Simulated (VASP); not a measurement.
Consider the following.

```
PbF2
1.0
    0.00000     3.00166     3.00166
    3.00166     0.00000     3.00166
    3.00166     3.00166     0.00000
Pb F
1 2
Direct
  0.00000   0.00000   0.00000
  0.25000   0.25000   0.25000
  0.75000   0.75000   0.75000
```

Computed with optB88-vdW, VASP's PBE PAW potentials (set 64) (plane waves; VASP). Run with 520 eV cut-off, 7×7×7 Γ-centred mesh, Gaussian smearing of 0.050 eV, potentials Pb_d F.

Q: What does the run give for the energy per atom (σ→0), pressure?

A: 
```yaml
energy per atom (σ→0): -2.497 eV/atom
pressure: -1.96 GPa
```

The absolute energy has meaning only against runs of the same code, potentials and settings.

The compound is PbF2 in the fluorite structure, the β form. This cell is one point of a volume scan, at 1.03 of the reference volume.
